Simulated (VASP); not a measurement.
Calculation: PBE GGA, VASP's PBE PAW potentials (set 64) (plane waves; VASP).

Input for VASP

### INCAR
```
SYSTEM = KMgF3
PREC = Accurate
ENCUT = 400
EDIFF = 1E-6
NELM = 100
ALGO = Normal
LREAL = .FALSE.
LASPH = .TRUE.
ISMEAR = -1
SIGMA = 0.05
GGA = PE
LWAVE = .FALSE.
LCHARG = .FALSE.
ISIF = 2
```

File KPOINTS:
```
Automatic mesh
0
Gamma
4 4 4
0 0 0
```

File POSCAR:
```
KMgF3
1
    3.9900000000     0.0000000000     0.0000000000
    0.0000000000     3.9900000000     0.0000000000
    0.0000000000     0.0000000000     3.9900000000
K Mg F
1 1 3
Direct
  0.0000000000   0.0000000000   0.0000000000
  0.5000000000   0.5000000000   0.5000000000
  0.5000000000   0.0000000000   0.5000000000
  0.0000000000   0.5000000000   0.5000000000
  0.5000000000   0.5000000000   0.0000000000
```

POTCAR, in this order: K_sv Mg F (PBE.64 set). Program: vasp_std.

The run wrote:

### OUTCAR
```
 ion  position               nearest neighbor table
   1  0.000  0.000  0.000-   3 2.82   4 2.82   5 2.82   3 2.82   4 2.82   4 2.82   5 2.82   4 2.82
                             3 2.82   5 2.82   3 2.82   5 2.82   2 3.46   2 3.46   2 3.46   2 3.46
   2  0.500  0.500  0.500-   3 2.00   4 2.00   5 2.00   5 2.00   3 2.00   4 2.00   1 3.46   1 3.46
                             1 3.46   1 3.46   1 3.46   1 3.46   1 3.46   1 3.46
   3  0.500  0.000  0.500-   2 2.00   2 2.00   1 2.82   1 2.82   1 2.82   1 2.82
   4  0.000  0.500  0.500-   2 2.00   2 2.00   1 2.82   1 2.82   1 2.82   1 2.82
   5  0.500  0.500  0.000-   2 2.00   2 2.00   1 2.82   1 2.82   1 2.82   1 2.82
  LATTYP: Found a simple cubic cell.
 ALAT       =     3.9900000000
 Subroutine PRICEL returns:
 Original cell was already a primitive cell.
 Subroutine GETGRP returns: Found 48 space group operations
The static configuration has the point symmetry O_h .
The dynamic configuration has the point symmetry O_h .
 Subroutine INISYM returns: Found 48 space group operations
 Subroutine IBZKPT returns following result:
 Found     10 irreducible k-points:

 Following reciprocal coordinates:
            Coordinates               Weight
  0.000000  0.000000  0.000000      1.000000
  0.250000  0.000000  0.000000      6.000000
  0.500000  0.000000  0.000000      3.000000
  0.250000  0.250000  0.000000     12.000000
...
```

File OSZICAR:
```
       N       E                     dE             d eps       ncg     rms          rms(c)
DAV:   1     0.213274768350E+03    0.21327E+03   -0.15483E+04   400   0.127E+03
DAV:   2    -0.173714977146E+02   -0.23065E+03   -0.22501E+03   532   0.351E+02
DAV:   3    -0.262708511360E+02   -0.88994E+01   -0.88820E+01   480   0.688E+01
DAV:   4    -0.265839651026E+02   -0.31311E+00   -0.31273E+00   672   0.103E+01
DAV:   5    -0.265852251974E+02   -0.12601E-02   -0.12601E-02   464   0.744E-01    0.860E+00
DAV:   6    -0.245146102887E+02    0.20706E+01   -0.84316E+00   432   0.211E+01    0.385E+00
DAV:   7    -0.244970830342E+02    0.17527E-01   -0.23259E-01   516   0.322E+00    0.243E+00
DAV:   8    -0.244944379405E+02    0.26451E-02   -0.68143E-02   472   0.276E+00    0.253E-01
DAV:   9    -0.244944658106E+02   -0.27870E-04   -0.12630E-02   500   0.802E-01    0.122E-01
DAV:  10    -0.244947448302E+02   -0.27902E-03   -0.10355E-03   508   0.255E-01    0.630E-02
DAV:  11    -0.244947707878E+02   -0.25958E-04   -0.17724E-04   472   0.100E-01    0.239E-02
DAV:  12    -0.244947553081E+02    0.15480E-04   -0.79996E-05   456   0.615E-02    0.181E-03
DAV:  13    -0.244947555688E+02   -0.26078E-06   -0.15781E-06   340   0.994E-03
   1 F= -.24494756E+02 E0= -.24494756E+02  d E =-.129775E-10
```

File OUTCAR:
```
------------------------ aborting loop because EDIFF is reached ----------------------------------------
  FORCE on cell =-STRESS in cart. coord.  units (eV):
  Direction    XX          YY          ZZ          XY          YZ          ZX
  --------------------------------------------------------------------------------------
  Total       -2.0041317     -2.0041317     -2.0041317      0.0000000      0.0000000     -0.0000000
  in kB      -50.5496511    -50.5496511    -50.5496511      0.0000000      0.0000000     -0.0000000
  external PRESSURE =     -50.5496511 kB  Pullay stress =       0.0000000 kB
  volume of cell :       63.52
      direct lattice vectors                 reciprocal lattice vectors
     3.990000000  0.000000000  0.000000000     0.250626566  0.000000000  0.000000000
     0.000000000  3.990000000  0.000000000     0.000000000  0.250626566  0.000000000
     0.000000000  0.000000000  3.990000000     0.000000000  0.000000000  0.250626566
 POSITION                                       TOTAL-FORCE (eV/Angst)
 -----------------------------------------------------------------------------------
      0.00000      0.00000      0.00000         0.000000      0.000000      0.000000
      1.99500      1.99500      1.99500         0.000000      0.000000      0.000000
      1.99500      0.00000      1.99500         0.000000      0.000000      0.000000
      0.00000      1.99500      1.99500         0.000000      0.000000      0.000000
      1.99500      1.99500      0.00000         0.000000      0.000000      0.000000
 -----------------------------------------------------------------------------------
    total drift:                                0.000000      0.000000      0.000000
  FREE ENERGIE OF THE ION-ELECTRON SYSTEM (eV)
  ---------------------------------------------------
  free  energy   TOTEN  =       -24.4947555688 eV

  energy  without entropy=      -24.4947555688  energy(sigma->0) =      -24.49475557
```
(Selected blocks of OUTCAR.)

At this cut-off the stress carries a Pulay error, which pulls relaxed volumes low.

The structure is a typed KMgF3 crystal (Pm-3m). The cell was not relaxed at this level.
